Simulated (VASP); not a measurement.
A convergence study with VASP on RbCl: one setting is varied, all else stays as given below, so the limit is that of these other settings.

```
CELL_PARAMETERS angstrom
      4.62950     0.00000     0.00000
     -4.62950     4.62950     0.00000
      0.00000     0.00000    23.82068
ATOMIC_POSITIONS crystal
  Cl 0.00000 0.50000 0.43129
  Cl 0.00000 0.00000 0.29386
  Cl 0.00000 0.50000 0.70614
  Cl 0.00000 0.00000 0.56871
  Rb 0.00000 0.00000 0.43129
  Rb 0.00000 0.50000 0.29386
  Rb 0.00000 0.00000 0.70614
  Rb 0.00000 0.50000 0.56871
```

Level of theory: PBE GGA, VASP's PBE PAW potentials (set 64) (plane waves; VASP). The tightest run used: 300 eV cut-off, 19×19×1 Γ-centred mesh, Fermi-Dirac smearing of 0.010 eV, potentials Cl Rb_sv.

Gaps are read on the run's mesh, which can miss a band edge.

Question: The settings run are 2×2×1 mesh; 3×3×1 mesh; 4×4×1 mesh; 5×5×1 mesh; 6×6×1 mesh; 9×9×1 mesh; 10×10×1 mesh; 12×12×1 mesh; 14×14×1 mesh; 16×16×1 mesh; 19×19×1 mesh. From which on does the energy per atom stay within 0.005 eV/atom of the tightest run?

Answer: From 3×3×1 mesh on: it is off by 0.0004 there and by no more than 0.005 in any finer run, while 2×2×1 mesh is off by 0.0102.
```csv
setting,E (eV/atom),gap on the mesh (eV),irreducible k-points,difference judged (eV/atom)
2×2×1 mesh,-3.2876,4.802,3,0.0102
3×3×1 mesh,-3.2974,4.820,3,0.0004
4×4×1 mesh,-3.2978,4.821,6,0.0000
5×5×1 mesh,-3.2979,4.821,6,0.0000
6×6×1 mesh,-3.2978,4.821,10,0.0000
9×9×1 mesh,-3.2978,4.821,15,0.0000
10×10×1 mesh,-3.2978,4.821,21,0.0000
12×12×1 mesh,-3.2978,4.821,28,0.0000
14×14×1 mesh,-3.2978,4.821,36,0.0000
16×16×1 mesh,-3.2978,4.821,45,0.0000
19×19×1 mesh,-3.2978,4.821,55,0.0000
```

Left out are rungs that failed or repeat a setting and relaxations that didn't move; long series are thinned to 24 rows.

The cell is a sheet or thin cut with vacuum, built from a generated structure.
